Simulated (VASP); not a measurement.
Here is the system:

```xyz
9
Lattice="5.2958 0.0000 0.0000 -2.6479 4.5863 0.0000 0.0000 0.0000 7.2061" Properties=species:S:1:pos:R:3 pbc="T T T"
Y      2.6479     0.0000     7.2061
Y      1.3240     2.2932     2.4020
Y      3.9719     2.2932     4.8040
Si     0.0000     1.2350     7.2061
Si     4.2263     0.6175     2.4020
Si     1.5784     3.9688     4.8040
Si     2.6479     3.3513     7.2061
Si    -1.5784     3.9688     2.4020
Si     1.0695     0.6175     4.8040
```

These are PBEsol GGA, VASP's PBE PAW potentials (set 64) (plane waves; VASP 6.6.1) values and carry that method's errors. Settings: 400 eV cut-off, 8×8×5 Γ-centred mesh, tetrahedra with Blöchl corrections, potentials Y_sv Si.

The cores are frozen, which limits the accuracy of field gradients.

Task: Give the principal components of the electric field gradient (V/Å²) and the asymmetry η at each nucleus.

Result: 
```
atom    Vxx    Vyy    Vzz     η
----  -----  -----  -----  ----
Y1    -76.6  -34.9  111.5  0.37
Y2    -76.6  -34.9  111.5  0.37
Y3    -76.6  -34.9  111.5  0.37
Si4    18.2    4.4  -22.6  0.61
Si5    18.2    4.4  -22.6  0.61
Si6    18.2    4.4  -22.6  0.61
Si7    18.2    4.4  -22.6  0.61
Si8    18.2    4.4  -22.6  0.61
Si9    18.2    4.4  -22.6  0.61
```

The structure was generated: YSi2 was put into the CrSi2 type (P6_222), which need not be its known phase. It was relaxed first.
